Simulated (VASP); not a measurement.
Input:

```yaml
crystal:
  lattice:
    - [0.00000, 2.84239, 2.84239]
    - [2.84239, 0.00000, 2.84239]
    - [2.84239, 2.84239, 0.00000]
  atoms:
    - { symbol: Na, position: [0.00000, 0.00000, 0.00000] }
    - { symbol: Cl, position: [0.50000, 0.50000, 0.50000] }
```

The numbers are results of AM05 GGA, VASP's PBE PAW potentials (set 64) (plane waves; VASP), not measurements. Run with 520 eV cut-off, 9×9×9 Γ-centred mesh, tetrahedra with Blöchl corrections, potentials Na_pv Cl.

Task: Tabulate the total density of states (states/eV per cell) against energy (eV; zero at the valence-band maximum or, without a gap, the Fermi level).

Result: 
```
E (eV) | DOS (states/eV)
    -9.94 |  0.00
    -9.46 |  0.00
    -8.98 |  0.00
    -8.50 |  0.00
    -8.02 |  0.00
    -7.54 |  0.00
    -7.06 |  0.00
    -6.70 |  0.00
    -6.22 |  0.00
    -5.74 |  0.00
    -5.26 |  0.00
    -4.78 |  0.00
    -4.30 |  0.00
    -3.82 |  0.00
    -3.34 |  0.00
    -2.86 |  0.00
    -2.38 |  0.00
    -1.90 |  0.02
    -1.42 | ############################## 6.13
    -0.94 | ############ 2.53
    -0.58 | ########################## 5.28
    -0.10 | ########## 2.11
     0.38 |  0.00
     0.86 |  0.00
     1.34 |  0.00
     1.82 |  0.00
     2.30 |  0.00
     2.78 |  0.00
     3.26 |  0.00
     3.74 |  0.00
     4.22 |  0.00
     4.70 |  0.00
     5.18 |  0.01
     5.54 |  0.07
     6.02 | # 0.13
     6.50 | # 0.21
     6.98 | ## 0.36
     7.46 | #### 0.86
     7.94 | ###### 1.31
     8.42 | ####### 1.44
```
Within 2 eV below the valence-band maximum the largest weight inside VASP's projection spheres is Cl p.

The compound is NaCl in the rock salt structure. It was relaxed first.
